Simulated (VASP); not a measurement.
Calculation: PBEsol GGA, VASP's PBE PAW potentials (set 64) (plane waves; VASP).

VASP input:

File KPOINTS:
```
Automatic mesh
0
Gamma
8 8 8
0 0 0
```

INCAR:
```
SYSTEM = Pt3Ti
PREC = Accurate
ENCUT = 500
EDIFF = 1E-6
NELM = 100
ALGO = Normal
LREAL = .FALSE.
LASPH = .TRUE.
ISMEAR = 1
SIGMA = 0.1
GGA = PS
LMAXMIX = 6
LWAVE = .FALSE.
LCHARG = .FALSE.
IBRION = 2
ISIF = 3
NSW = 40
EDIFFG = -0.02
PSTRESS = 300
```

### POSCAR
```
Pt3Ti
1
    3.7832354037     0.0000000000     0.0000000000
    0.0000000000     3.7832354037     0.0000000000
   -0.0000000000     0.0000000000     3.7832354037
Ti Pt
1 3
Direct
  0.0000000000   0.0000000000   0.0000000000
  0.0000000000   0.5000000000   0.5000000000
  0.5000000000   0.0000000000   0.5000000000
  0.5000000000   0.5000000000   0.0000000000
```

POTCAR, in this order: Ti_sv Pt (PBE.64 set). Program: vasp_std.

Output of the run:

File OSZICAR:
```
       N       E                     dE             d eps       ncg     rms          rms(c)
DAV:   1     0.381949448859E+03    0.38195E+03   -0.21021E+04  1750   0.179E+03
DAV:   2    -0.244725041055E+01   -0.38440E+03   -0.37667E+03  1855   0.456E+02
DAV:   3    -0.343747417875E+02   -0.31927E+02   -0.30674E+02  2541   0.113E+02
DAV:   4    -0.353189841427E+02   -0.94424E+00   -0.94066E+00  2041   0.205E+01
DAV:   5    -0.353482138404E+02   -0.29230E-01   -0.29212E-01  2560   0.345E+00    0.295E+01
DAV:   6    -0.332548457155E+02    0.20934E+01   -0.14619E+01  2475   0.313E+01    0.138E+01
DAV:   7    -0.334510879670E+02   -0.19624E+00   -0.22368E+01  2390   0.313E+01    0.124E+01
DAV:   8    -0.324527942661E+02    0.99829E+00   -0.20221E+00  2288   0.122E+01    0.491E+00
DAV:   9    -0.324112913418E+02    0.41503E-01   -0.25254E+00  2542   0.912E+00    0.318E+00
DAV:  10    -0.323166255130E+02    0.94666E-01   -0.65863E-01  2402   0.569E+00    0.378E-01
DAV:  11    -0.323195806981E+02   -0.29552E-02   -0.12131E-02  2363   0.922E-01    0.526E-01
DAV:  12    -0.323169957775E+02    0.25849E-02   -0.14310E-02  2359   0.796E-01    0.725E-02
DAV:  13    -0.323170371891E+02   -0.41412E-04   -0.20527E-04  2033   0.112E-01    0.730E-02
DAV:  14    -0.323169845905E+02    0.52599E-04   -0.49974E-04  2469   0.152E-01    0.216E-02
DAV:  15    -0.323169831903E+02    0.14002E-05   -0.13248E-05  2309   0.309E-02    0.785E-03
DAV:  16    -0.323169829910E+02    0.19932E-06   -0.10403E-06  1303   0.650E-03
   1 F= -.22177851E+02 E0= -.22178624E+02  d E =-.221779E+02
```

**OUTCAR**
```
------------------------ aborting loop because EDIFF is reached ----------------------------------------
  FORCE on cell =-STRESS in cart. coord.  units (eV):
  Direction    XX          YY          ZZ          XY          YZ          ZX
  --------------------------------------------------------------------------------------
  Total       10.1137471     10.1137471     10.1137471      0.0000000     -0.0000000      0.0000000
  in kB      299.2489086    299.2489086    299.2489086      0.0000000     -0.0000000      0.0000000
  external PRESSURE =      -0.7510914 kB  Pullay stress =     300.0000000 kB
  volume of cell :       54.15
      direct lattice vectors                 reciprocal lattice vectors
     3.783235404  0.000000000  0.000000000     0.264324023  0.000000000  0.000000000
     0.000000000  3.783235404  0.000000000     0.000000000  0.264324023  0.000000000
     0.000000000  0.000000000  3.783235404     0.000000000  0.000000000  0.264324023
 POSITION                                       TOTAL-FORCE (eV/Angst)
 -----------------------------------------------------------------------------------
      0.00000      0.00000      0.00000         0.000000      0.000000      0.000000
      0.00000      1.89162      1.89162         0.000000      0.000000      0.000000
      1.89162      0.00000      1.89162         0.000000      0.000000      0.000000
      1.89162      1.89162      0.00000         0.000000      0.000000      0.000000
 -----------------------------------------------------------------------------------
    total drift:                                0.000000      0.000000      0.000000
  FREE ENERGIE OF THE ION-ELECTRON SYSTEM (eV)
  ---------------------------------------------------
  free  energy   TOTEN  =       -32.3169829910 eV

  energy  without entropy=      -32.3193019973  energy(sigma->0) =      -32.31775599
  enthalpy is  TOTEN    =       -22.1778512073 eV   P V=       10.1391317837

 reached required accuracy - stopping structural energy minimisation
```
(Selected blocks of OUTCAR.)

The compound is Pt3Ti in the L1_2 structure. It was relaxed first under an external pressure of 30 GPa.
